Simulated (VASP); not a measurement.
A convergence study with VASP on Ca (fcc): one setting is varied, all else stays as given below, so the limit is that of these other settings. Each run relaxes cell and ions from the cell shown. The basis is that of the starting cell, so low cut-offs carry a Pulay error.

```
CELL_PARAMETERS angstrom
      0.00000     2.79000     2.79000
      2.79000     0.00000     2.79000
      2.79000     2.79000     0.00000
ATOMIC_POSITIONS crystal
  Ca 0.00000 0.00000 0.00000
```

These are PBE GGA, VASP's PBE PAW potentials (set 64) (plane waves; VASP) values and carry that method's errors. The tightest run used: 700 eV cut-off, 10×10×10 Γ-centred mesh, first-order Methfessel-Paxton smearing of 0.10 eV, potentials Ca_sv.

Q: The settings run are ENCUT = 150; ENCUT = 200; ENCUT = 250; ENCUT = 300; ENCUT = 350; ENCUT = 400; ENCUT = 450; ENCUT = 500; ENCUT = 550; ENCUT = 600; ENCUT = 650; ENCUT = 700. From which on does the relaxed volume stay within 0.05 Å³/atom of the tightest run?

A: From ENCUT = 550 on: it is off by 0.037 there and by no more than 0.05 in any finer run, while ENCUT = 500 is off by 0.061.
```tsv
setting	relaxed volume (Å³/atom)	E (eV/atom)	plane waves	difference judged (Å³/atom)
ENCUT = 150	30.894	-3.7302	194	11.403
ENCUT = 200	38.766	-2.0883	291	3.531
ENCUT = 250	41.537	-1.9501	396	0.760
ENCUT = 300	41.886	-1.9396	532	0.411
ENCUT = 350	42.109	-1.9348	659	0.188
ENCUT = 400	42.236	-1.9322	804	0.060
ENCUT = 450	42.237	-1.9314	960	0.060
ENCUT = 500	42.236	-1.9314	1117	0.061
ENCUT = 550	42.260	-1.9314	1295	0.037
ENCUT = 600	42.287	-1.9313	1467	0.010
ENCUT = 650	42.296	-1.9311	1660	0.001
ENCUT = 700	42.297	-1.9311	1850	0.000
```

Left out are rungs that failed or repeat a setting and relaxations that didn't move; long series are thinned to 24 rows.

The compound is Ca in the fcc structure.
